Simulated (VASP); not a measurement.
An input for Quantum ESPRESSO's pw.x (written as the equivalent of a VASP run, and not itself run):

```
&CONTROL
  calculation = 'vc-relax'
  pseudo_dir = './pseudo'
  outdir = './out'
  tprnfor = .true.
  tstress = .true.
  nstep = 40
  forc_conv_thr = 0.00078
/
&SYSTEM
  ibrav = 0
  nat = 3
  ntyp = 2
  ecutwfc = 88
  occupations = 'smearing'
  smearing = 'gaussian'
  degauss = 0.003675
  input_dft = 'pz'
/
&ELECTRONS
  conv_thr = 7.3e-08
  electron_maxstep = 100
/
&IONS
/
&CELL
/
ATOMIC_SPECIES
  Na 22.990 Na.upf
  S 32.060 S.upf
CELL_PARAMETERS angstrom
     0.0000000    3.1890797    3.1890797
     3.1890797    0.0000000    3.1890797
     3.1890797    3.1890797   -0.0000000
ATOMIC_POSITIONS crystal
  Na   0.2500000  0.2500000  0.2500000
  Na   0.7500000  0.7500000  0.7500000
  S    0.0000000  1.0000000  1.0000000
K_POINTS automatic
  6 6 6 0 0 0
```

Question: Write the VASP files for the same calculation (LDA).

Answer: One answer among several that fit: 
File KPOINTS:
```
kpoints
0
gamma
 6 6 6
```

INCAR:
```
SYSTEM = Na2S
PREC = Accurate
ENCUT = 500
EDIFF = 1E-6
NELM = 100
ALGO = Normal
LREAL = .FALSE.
LASPH = .TRUE.
ISMEAR = 0
SIGMA = 0.05
LWAVE = .FALSE.
LCHARG = .FALSE.
IBRION = 2
ISIF = 3
NSW = 40
EDIFFG = -0.02
```

**POSCAR**
```
Na2S
1.0
  0.0000000000   3.1890796676   3.1890796676
  3.1890796676   0.0000000000   3.1890796676
  3.1890796676   3.1890796676   0.0000000000
Na S
2 1
Cartesian
  1.5945398338   1.5945398338   1.5945398338
  4.7836195014   4.7836195014   4.7836195014
  6.3781593352   3.1890796676   3.1890796676
```

POTCAR, in this order: Na_pv S (LDA.64 set). Program: vasp_std.

The two are equivalent in intent, not identical: the potentials are each code's own (VASP's PAW set, PseudoDojo norm-conserving files in pw.x), so ENCUT and ecutwfc are chosen apart and not converted; conv_thr bounds pw.x's estimated SCF error, while EDIFF bounds the energy change between steps; forc_conv_thr acts on force components and is met together with etot_conv_thr.

The compound is Na2S in the antifluorite structure. It was relaxed first, which changed the volume by -7 %.
